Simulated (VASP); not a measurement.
```xyz
1
Lattice="3.1647 0.0000 0.0000 0.0000 3.1647 0.0000 0.0000 0.0000 3.1647" Properties=species:S:1:pos:R:3 pbc="T T T"
Te     0.0000     0.0000     0.0000
```

Computed with r2SCAN meta-GGA, VASP's PBE PAW potentials (set 64) (plane waves; VASP). Settings: 400 eV cut-off, 8×8×8 Γ-centred mesh, Gaussian smearing of 0.050 eV, potentials Te.

Energy and stress use the plane-wave basis of the starting cell.

**Question.** The ions, cell shape and volume are relaxed. What does this cell relax into?

**Answer.** 
```xyz
1
Lattice="3.1958 0.0000 0.0000 0.0000 3.1958 0.0000 0.0000 0.0000 3.1958" Properties=species:S:1:pos:R:3 pbc="T T T"
Te     0.0000     0.0000     0.0000
```
Space group Pm-3m (221), at a tolerance of 0.03 Å.

**Question.** How do energy and volume change from the first to the last step?

**Answer.** The energy (σ→0) changes by -5.1 meV/atom and the volume by +3.0 %, in 3 ionic steps.

```tsv
step	E(σ→0) (eV)	max force (eV/Å)	pressure (GPa)	volume (Å³)
1	-25.3277	0.000	1.76	31.70
2	-25.3304	0.000	-1.09	33.32
3	-25.3328	0.000	0.00	32.64
```

The structure was generated: Te was put into the simple-cubic type (Pm-3m), which need not be its known phase. This run relaxes it. Symmetry was kept, so distortions that lower it aren't found.
